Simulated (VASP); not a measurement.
Level of theory: PBEsol GGA, VASP's PBE PAW potentials (set 64) (plane waves; VASP).

The input files of a VASP run:

File KPOINTS:
```
Automatic mesh
0
Gamma
 9 9 9
```

**INCAR**
```
SYSTEM=TaGa3
PREC=Accurate; ENCUT=300; LREAL=.False.
LASPH=.True.
EDIFF=1E-6; NELM=100; ALGO=Normal
LMAXMIX=6
ISMEAR=-1; SIGMA=0.1
GGA=PS
ISIF=2
LWAVE=.False.; LCHARG=.False.
```

POSCAR:
```
TaGa3
1.0
 -1.8951700000   1.8951700000   4.3318800000
  1.8951700000  -1.8951700000   4.3318800000
  1.8951700000   1.8951700000  -4.3318800000
Ta Ga
1 3
Cartesian
  0.0000000000   0.0000000000   0.0000000000
  0.0000000000   0.0000000000   4.3318800000
  0.0000000000   1.8951700000   2.1659400000
  1.8951700000   0.0000000000   2.1659400000
```

POTCAR, in this order: Ta_pv Ga_d (PBE.64 set). Program: vasp_std.

Problem. What will the output report for the number of irreducible k-points (NKPTS), largest plane-wave count, number of space-group operations, FFT grid (NGX, NGY, NGZ)?

Solution. 
```json
{
  "number of irreducible k-points (NKPTS)": "75",
  "largest_plane_wave_count": "752",
  "number_of_space_group_operations": "16",
  "FFT grid (NGX, NGY, NGZ)": "30 × 30 × 30"
}
```

The structure comes from a computed database's TaGa3 entry; how it stands against other phases isn't given here. The cell was not relaxed at this level. The run is one of a series of settings (GGA = PS, POTCAR Ta_pv Ga_d (PBE.64 set) against the base run), some of them coarse on purpose.
